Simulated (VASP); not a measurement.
The input files of a VASP run:

### POSCAR
```
BaGe3
1
    6.7641250000     0.0000000000     0.0000000000
   -3.3820630000     5.8579040000     0.0000000000
    0.0000000000     0.0000000000     4.9819370000
Ba Ge
2 6
Direct
  0.6666670000   0.3333330000   0.2500000000
  0.3333330000   0.6666670000   0.7500000000
  0.8745750000   0.7491500000   0.7500000000
  0.1254250000   0.2508500000   0.2500000000
  0.1254250000   0.8745750000   0.2500000000
  0.8745750000   0.1254250000   0.7500000000
  0.2508500000   0.1254250000   0.7500000000
  0.7491500000   0.8745750000   0.2500000000
```

### INCAR
```
ALGO  =  Normal
EDIFF  =  1E-6
ENCUT  =  300
GGA  =  PS
ISIF  =  2
ISMEAR  =  0
LASPH  =  .TRUE.
LCHARG  =  .FALSE.
LMAXMIX  =  4
LREAL  =  .FALSE.
LWAVE  =  .FALSE.
NELM  =  100
PREC  =  Accurate
SIGMA  =  0.1
SYSTEM  =  BaGe3
```

File KPOINTS:
```
Automatic mesh
0
Gamma
2 2 3
0 0 0
```

POTCAR, in this order: Ba_sv Ge_d (PBE.64 set). Program: vasp_std.

### Question
Translate this PBEsol calculation to Quantum ESPRESSO's pw.x.

### Answer
One equivalent input (not run):
```
&CONTROL
  calculation = 'scf'
  pseudo_dir = './pseudo'
  outdir = './out'
  tprnfor = .true.
  tstress = .true.
/
&SYSTEM
  ibrav = 0
  nat = 8
  ntyp = 2
  ecutwfc = 78
  occupations = 'smearing'
  smearing = 'gaussian'
  degauss = 0.00735
  input_dft = 'pbesol'
/
&ELECTRONS
  conv_thr = 7.3e-08
  electron_maxstep = 100
/
ATOMIC_SPECIES
  Ba 137.327 Ba.upf
  Ge 72.630 Ge.upf
CELL_PARAMETERS angstrom
     6.7641250    0.0000000    0.0000000
    -3.3820630    5.8579040    0.0000000
     0.0000000    0.0000000    4.9819370
ATOMIC_POSITIONS crystal
  Ba   0.6666670  0.3333330  0.2500000
  Ba   0.3333330  0.6666670  0.7500000
  Ge   0.8745750  0.7491500  0.7500000
  Ge   0.1254250  0.2508500  0.2500000
  Ge   0.1254250  0.8745750  0.2500000
  Ge   0.8745750  0.1254250  0.7500000
  Ge   0.2508500  0.1254250  0.7500000
  Ge   0.7491500  0.8745750  0.2500000
K_POINTS automatic
  2 2 3 0 0 0
```
The two are equivalent in intent, not identical: the potentials are each code's own (VASP's PAW set, PseudoDojo norm-conserving files in pw.x), so ENCUT and ecutwfc are chosen apart and not converted; conv_thr bounds pw.x's estimated SCF error, while EDIFF bounds the energy change between steps.

The structure comes from a computed database's BaGe3 entry (P6_3/mmc); how it stands against other phases isn't given here. The cell was not relaxed at this level. The k-mesh is coarse (spacing up to 0.54 per Å, 2π included), so the numbers may not be converged in it. The run is one of a series of settings (KPOINTS 2×2×3 Γ-centred mesh against the base run), some of them coarse on purpose.
